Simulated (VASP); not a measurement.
A run of VASP 6.6.1 is set up as follows.

INCAR

```
SYSTEM = TaTlO3
  ALGO = Normal
  EDIFF = 1E-6
  ENCUT = 520
  GGA = CA
  ISIF = 2
  ISMEAR = 0
  LASPH = .TRUE.
  LCHARG = .FALSE.
  LREAL = .FALSE.
  LWAVE = .FALSE.
  NBANDS = 29
  NELM = 100
  PREC = Accurate
  SIGMA = 0.05
```

The input KPOINTS:

```
k-points
0
G
  8 8 8
  0 0 0
```

File POSCAR:

```
TaTlO3
1.0
    4.0828480000      0.0000000000      0.0000000000
    0.0000000000      4.0828480000      0.0000000000
    0.0000000000      0.0000000000      4.0828480000
Ta Tl O
1 1 3
Direct
    0.5000000000      0.5000000000      0.5000000000
    0.0000000000      0.0000000000      0.0000000000
    0.5000000000      0.5000000000      0.0000000000
    0.5000000000      0.0000000000      0.5000000000
    0.0000000000      0.5000000000      0.5000000000
```

Potentials or basis: VASP PAW LDA potentials, release 64 (Ta_pv, Tl_d, O).

Launch:

```bash
$ cat potpaw_LDA.64/Ta_pv/POTCAR potpaw_LDA.64/Tl_d/POTCAR potpaw_LDA.64/O/POTCAR > POTCAR
$ mpirun -np 1 vasp_std > vasp.out
```

Question: What does it give for the pressure?

Answer: -10.8 GPa.

Question: Predict the band gap on the k mesh.

Answer: 0.61 eV, direct.

Caveat: spin-orbit coupling is left out, which as a rule narrows the gap of such compounds by several tenths of an eV. As with any semilocal functional, this LDA gap is likely too small.
